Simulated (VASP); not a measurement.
Here is the system:

```
Bi2O3
1.0
    4.10305     0.00000    -0.04124
    0.00000     3.63570     0.00000
   -0.60908     0.00000     5.47103
Bi O
2 3
Direct
  0.01743   0.50000   0.02412
  0.50567   0.00000   0.49368
  0.50802   0.50000   0.21977
  0.28740   0.50000   0.68240
  0.03949   0.00000   0.25904
```

The numbers are results of LDA (Ceperley-Alder, Perdew-Zunger), VASP's LDA PAW potentials (set 64) (plane waves; VASP), not measurements. Numerical set-up: 520 eV cut-off, Gaussian smearing of 0.050 eV, potentials Bi_d O.

Unless said otherwise, spin-orbit coupling is left out, though it shifts the bands of the heavy elements here.

Q: Give the energies of bands 16 to 27 at the high-symmetry points, in eV from the valence-band maximum.

A: 
```csv
band,Γ,Z,D,B,A,E,C2,Y2
16,-5.36,-5.15,-4.96,-5.24,-4.60,-5.53,-5.54,-4.38
17,-4.89,-4.80,-4.26,-4.67,-4.03,-4.92,-5.07,-4.16
18,-3.05,-3.96,-3.91,-2.94,-3.58,-4.55,-4.35,-4.14
19,-2.34,-3.77,-3.79,-2.70,-3.44,-3.59,-3.41,-3.66
20,-2.34,-3.62,-3.52,-2.27,-3.05,-2.23,-2.12,-3.00
21,-1.92,-1.97,-3.33,-1.78,-1.99,-1.36,-1.88,-2.21
22,-1.71,-1.76,-1.40,-1.74,-1.67,-1.36,-1.39,-1.81
23,-1.65,-0.74,-0.41,-1.68,-1.48,-1.07,-1.21,-0.97
24,-0.37,-0.52,-0.33,-0.76,-0.34,-0.69,-0.26,0.00
25,1.92,2.08,1.73,1.63,2.67,2.06,1.76,3.01
26,4.16,3.63,3.67,3.04,3.61,4.18,3.34,3.71
27,4.42,5.36,5.45,4.49,5.26,4.86,4.73,4.89
```

The gap is indirect, 1.63 eV, from the valence maximum at Y2 to the conduction minimum at B.

The structure comes from a computed database's Bi2O3 entry (Pm); how it stands against other phases isn't given here. It was relaxed first, which changed the volume by -5 %.
